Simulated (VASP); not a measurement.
# Si2Sb2Te (Imm2) in VASP: relaxation of cell and atoms with PBE

Aim: the relaxation of cell and atoms of Si2Sb2Te with PBE.

Program: VASP 6.6.1. These are calculated values, not measurements. Logs are shortened: lines on timing, memory, paths and dates and some standing lists are left out, and cuts for length are marked.

### Step 1. The structure

The structure is orthorhombic, space group Imm2 (No. 44). Conventional cell: a = 4.050 Å, b = 12.100 Å, c = 5.700 Å, α = 90.00°, β = 90.00°, γ = 90.00°. Around Si (site symmetry m) lie 3 Sb at 2.47 to 2.48 Å and 1 Te at 2.47 Å. Sb (site symmetry m) has 3 Si at 2.47 to 2.48 Å as nearest neighbours. Around Te (site symmetry mm2) lie 2 Si at 2.47 Å.

The cell was built by a generator and needn't be a form met in nature.

### Step 2. Relaxation of cell and atoms, PBE

INCAR

```
SYSTEM = Si2Sb2Te
PREC     = Normal         ! precision mode
ENCUT    = 520            ! plane-wave cutoff, eV
EDIFF    = 1E-4           ! SCF threshold, eV
ISMEAR   = 0              ! smearing method
SIGMA    = 0.15           ! smearing width, eV
LREAL    = .FALSE.        ! projectors in reciprocal space
LASPH    = .TRUE.         ! aspherical terms in the spheres
NELM     = 60             ! most SCF steps
ALGO     = Fast           ! electronic algorithm
ISIF     = 3              ! what is computed and relaxed
LWAVE    = .FALSE.        ! write WAVECAR
LCHARG   = .FALSE.        ! write CHGCAR
GGA      = PE             ! functional
IBRION   = 2              ! ionic algorithm
NSW      = 24             ! ionic steps
EDIFFG   = -0.08          ! ionic threshold
```

KPOINTS

```
Automatic mesh
0
G
  4 4 4
  0 0 0
```

POSCAR

```
Si2Sb2Te
1.0
   -2.0250000000      6.0500000000      2.8500000000
    2.0250000000     -6.0500000000      2.8500000000
    2.0250000000      6.0500000000     -2.8500000000
Si Sb Te
2 2 1
Direct
    0.6667000000      0.0000000000      0.6667000000
    0.3333000000      0.0000000000      0.3333000000
    0.0833000000      0.2500000000      0.8333000000
    0.4167000000      0.2500000000      0.1667000000
    0.7500000000      0.2500000000      0.5000000000
```

Potentials or basis: VASP PAW PBE potentials, release 64 (Si, Sb, Te).

Launch:

```console
$ cat potpaw_PBE.64/Si/POTCAR potpaw_PBE.64/Sb/POTCAR potpaw_PBE.64/Te/POTCAR > POTCAR
$ mpirun -np 1 vasp_std > vasp.out
```

OUTCAR:

```text
SYSTEM = Si2Sb2Te
   PREC = Normal
   ENCUT = 520
   EDIFF = 1E-4
   ISMEAR = 0
   LREAL = .FALSE.
   LASPH = .TRUE.
   NELM = 60
   ISIF = 3
   GGA = PE
   IBRION = 2
   NSW = 24
   EDIFFG = -0.08

 ion  position               nearest neighbor table
   1  0.667  0.000  0.667-   3 2.47   5 2.47   4 2.48   4 2.48
   2  0.333  0.000  0.333-   4 2.47   5 2.47   3 2.48   3 2.48
   3  0.083  0.250  0.833-   1 2.47   2 2.48   2 2.48
   4  0.417  0.250  0.167-   2 2.47   1 2.48   1 2.48
   5  0.750  0.250  0.500-   1 2.47   2 2.47

  LATTYP: Found a body centered orthorhombic cell.
 ALAT       =     4.0500000000
 B/A-ratio  =     1.4074074074
 C/A-ratio  =     2.9876543210

  Lattice vectors:

 A1 = (  -2.0250000000,   6.0500000000,  -2.8500000000)
 A2 = (   2.0250000000,   6.0500000000,   2.8500000000)
 A3 = (   2.0250000000,  -6.0500000000,  -2.8500000000)

Analysis of symmetry for initial positions (statically):
=====================================================================
 Subroutine PRICEL returns:
 Original cell was already a primitive cell.

 Routine SETGRP: Setting up the symmetry group for a
 body centered orthorhombic supercell.

 Subroutine GETGRP returns: Found  4 space group operations
 (whereof  4 operations were pure point group operations)
 out of a pool of  8 trial point group operations.

The static configuration has the point symmetry C_2v.

Analysis of symmetry for dynamics (positions and initial velocities):
=====================================================================
 Subroutine PRICEL returns:
 Original cell was already a primitive cell.

 Routine SETGRP: Setting up the symmetry group for a
 body centered orthorhombic supercell.

 Subroutine GETGRP returns: Found  4 space group operations
 (whereof  4 operations were pure point group operations)
 out of a pool of  8 trial point group operations.

The dynamic configuration has the point symmetry C_2v.

 Subroutine INISYM returns: Found  4 space group operations
 (whereof  4 operations are pure point group operations),
 and found     1 'primitive' translations

----------------------------------------------------------------------------------------

                                     Primitive cell

  volume of cell :     139.6642

  direct lattice vectors                    reciprocal lattice vectors
    -2.025000000  6.050000000  2.850000000     0.000000000  0.082644628  0.175438596
     2.025000000 -6.050000000  2.850000000     0.246913580  0.000000000  0.175438596
     2.025000000  6.050000000 -2.850000000     0.246913580  0.082644628  0.000000000

[... 104 lines left out ...]
  Fermi-wavevector in a.u.,A,eV,Ry     =   0.910158  1.719949 11.270899  0.828388
  Thomas-Fermi vector in A             =   2.034287
   LORBIT       =      0    0 simple, 1 ext, 2 COOP (PROOUT), +10 PAW based schemes
   GGA     = PE    functional components
   LHFCALC =     F    Hartree Fock is set to
   AEXX    =    0.0000 exact exchange contribution
   IVDW    =     0    specifies the selected vdW correction
   LEPSILON=     F    determine dielectric tensor
   LRPA    =     F    only Hartree local field effects (RPA)
 conjugate gradient relaxation of ions
 non-spin polarized calculation
 RMM-DIIS sequential band-by-band and
 Gauss-broadening in eV      SIGMA  =   0.15
  energy-cutoff  :      520.00
  volume of cell :      139.66
 maximum number of plane-waves:      3794
   NGX = 25   NGY = 25   NGZ = 25

--------------------------------------- Ionic step        1  -------------------------------------------

 number of electron      24.0000002 magnetization

 Free energy of the ion-electron system (eV)
  ---------------------------------------------------
  ext. energy  EPLUGINS =         0.00000000
  ---------------------------------------------------
  free energy    TOTEN  =       -20.66323201 eV

  energy without entropy =      -20.65943802  energy(sigma->0) =      -20.66133502

------------------------ aborting loop because EDIFF is reached ----------------------------------------

  FORCE on cell =-STRESS in cart. coord.  units (eV):
  Direction    XX          YY          ZZ          XY          YZ          ZX
  --------------------------------------------------------------------------------------
  -------------------------------------------------------------------------------------
  Total        8.1335403      7.4367606      9.1475455      0.0000000      0.0000000      0.0000000
  in kB       93.3050074     85.3118050    104.9373046      0.0000000      0.0000000      0.0000000
  external PRESSURE =      94.5180390 kB  Pullay stress =       0.0000000 kB
[... 98 lines left out ...]
  FREE ENERGIE OF THE ION-ELECTRON SYSTEM (eV)
  ---------------------------------------------------
  free  energy   TOTEN  =       -21.3646993175 eV

  energy  without entropy=      -21.3630614528  energy(sigma->0) =      -21.36388039

 E-fermi :   5.2627     XC(G=0):  -8.6409

 val. band max:        5.1185588076   @ k =   0.0000   0.0000   0.0000
 cond. band min:       5.4189070953   @ k =   0.5000   0.0000   0.0000
 fundamental gap:      0.3003482877
 Fermi energy:         5.2626638054

 k-point     1 :       0.0000    0.0000    0.0000
  band No.  band energies     occupation
      1      -7.3565      2.00000
      2      -5.4128      2.00000
      3      -4.7662      2.00000
      4      -2.8509      2.00000
      5       0.0324      2.00000
      6       0.5588      2.00000
[... 319 lines left out ...]
      3      -4.6650      2.00000
      4      -2.2306      2.00000
      5      -0.3728      2.00000
      6       1.7421      2.00000
[... 8 lines left out ...]
     15       6.5111      0.00000
     16       7.3308      0.00000

[... ionic steps 4 to 10 ...]

--------------------------------------- Ionic step       11  -------------------------------------------

 number of electron      23.9999998 magnetization

------------------------ aborting loop because EDIFF is reached ----------------------------------------
[... 73 lines left out ...]
--------------------------------------- Ionic step       13  -------------------------------------------

 number of electron      23.9999997 magnetization

 Free energy of the ion-electron system (eV)
  ---------------------------------------------------
  ext. energy  EPLUGINS =         0.00000000
  ---------------------------------------------------
  free energy    TOTEN  =       -21.48011774 eV

  energy without entropy =      -21.47629861  energy(sigma->0) =      -21.47820818

 E-fermi :   5.3473     XC(G=0):  -8.7162

 val. band max:        5.2165977879   @ k =   0.0000   0.0000   0.0000
 cond. band min:       5.4733159693   @ k =   0.5000   0.0000   0.0000
 fundamental gap:      0.2567181814
 Fermi energy:         5.3472647770

 k-point     1 :       0.0000    0.0000    0.0000
  band No.  band energies     occupation
      1      -7.2305      2.00000
      2      -5.2108      2.00000
      3      -4.5752      2.00000
      4      -2.6295      2.00000
      5       0.0202      2.00000
      6       0.6171      2.00000
[... 363 lines left out ...]
  FREE ENERGIE OF THE ION-ELECTRON SYSTEM (eV)
  ---------------------------------------------------
  free  energy   TOTEN  =       -21.4801177417 eV

  energy  without entropy=      -21.4762986089  energy(sigma->0) =      -21.47820818

 reached required accuracy - stopping structural energy minimisation
```

OSZICAR:

```text
N       E                     dE             d eps       ncg     rms          rms(c)
DAV:   1     0.110822085859E+03    0.11082E+03   -0.88944E+03   576   0.120E+03
DAV:   2    -0.134650245992E+02   -0.12429E+03   -0.12291E+03   736   0.187E+02
DAV:   3    -0.208078549563E+02   -0.73428E+01   -0.73060E+01   776   0.504E+01
DAV:   4    -0.209212280372E+02   -0.11337E+00   -0.11334E+00   888   0.716E+00
[... 85 lines left out ...]
       N       E                     dE             d eps       ncg     rms          rms(c)
DAV:   1    -0.214803979845E+02   -0.17654E-02   -0.10819E-01   744   0.180E+00    0.311E-01
RMM:   2    -0.214803113325E+02    0.86652E-04   -0.54696E-03   576   0.450E-01    0.999E-02
RMM:   3    -0.214801525975E+02    0.15874E-03   -0.95713E-04   571   0.211E-01    0.398E-02
RMM:   4    -0.214801177417E+02    0.34856E-04   -0.25105E-04   364   0.107E-01
  13 F= -.21480118E+02 E0= -.21478208E+02  d E =-.148287E-02
```

CONTCAR:

```text
Si2Sb2Te
   1.00000000000000
    -2.0765745018767641    6.1615777805716387    3.0086806395526677
     2.0765745018767641   -6.1615777805716387    3.0086806395526677
     2.0765745018767641    6.1615777805716387   -3.0086806395526677
  Si              Sb              Te
     2     2     1
Direct
     0.6771775980713750    0.0085399941165341    0.6686376039548408
     0.3399023901616933    0.0085399941165341    0.3313623960451590
     0.0882523626948745    0.2379017747178087    0.8503505879770656
     0.3875511867407428    0.2379017747178087    0.1496494120229343
     0.7571164623313145    0.2571164623313144    0.5000000000000000

  0.00000000E+00  0.00000000E+00  0.00000000E+00
  0.00000000E+00  0.00000000E+00  0.00000000E+00
  0.00000000E+00  0.00000000E+00  0.00000000E+00
  0.00000000E+00  0.00000000E+00  0.00000000E+00
  0.00000000E+00  0.00000000E+00  0.00000000E+00
```

It took 96 s on 1 thread of Intel Xeon 6975P-C (Granite Rapids), shared host; peak memory 0.27 GiB.

Results:

```yaml
Free_energy: -21.4801 eV
Relaxed_volume: 30.80 Å³/atom
Relaxed_cell: a = 7.164 Å, b = 7.164 Å, c = 7.164 Å, α = 146.30°, β = 61.36°, γ = 130.34°
Space_group_after_relaxing_to_0.05_Å: Imm2 (No. 44)
Energy_gained_by_relaxing: 163.4 meV/atom
Ionic_steps: 13
Pressure_after_relaxing: 0.1 GPa
Largest_force_after_relaxing: 0.042 eV/Å
Band_gap_on_the_k_mesh: 0.26 eV, indirect (least direct gap 0.40 eV)
```

Forces in eV/Å, atoms in the order of the input:
```
Si   0.000  0.004  0.014
Si   0.000 -0.004  0.014
Sb   0.000 -0.001 -0.035
Sb   0.000  0.001 -0.035
Te   0.000  0.000  0.042
```

The path:
```csv
step,energy change (eV),largest force (eV/Å),pressure (GPa),volume (Å³)
1,0.0000,1.7565,9.45,139.66
2,-0.5320,0.8172,-3.56,175.68
3,-0.7015,0.5251,-0.49,162.08
4,-0.7014,0.5414,-0.38,161.61
5,-0.7445,0.4098,-0.22,160.62
6,-0.7678,0.3522,0.00,159.15
7,-0.7862,0.1972,-0.26,158.44
8,-0.7865,0.1788,-0.31,158.31
9,-0.8008,0.1214,0.03,156.27
10,-0.8054,0.2026,0.38,154.26
11,-0.8145,0.1154,0.02,154.56
12,-0.8154,0.1195,-0.12,154.67
13,-0.8169,0.0423,0.09,153.98
```

Final structure:
```xyz
5
Lattice="-2.0766 6.1616 3.0087 2.0766 -6.1616 3.0087 2.0766 6.1616 -3.0087" Properties=species:S:1:pos:R:3 pbc="T T T"
Si    0.0000    8.2397    0.0514
Si    0.0000    4.0834    0.0514
Sb    2.0766    4.3174   -1.5771
Sb    0.0000    1.8442    1.4315
Te    0.0000    6.1616    1.5472
```

Caveat: the k mesh is coarse (spacing up to 0.48 Å⁻¹), so the values aren't converged; spin-orbit coupling is left out, which moves the levels of the heavy elements; the relaxation stopped at a loose force limit of 0.08 eV/Å, so its end isn't a converged minimum.
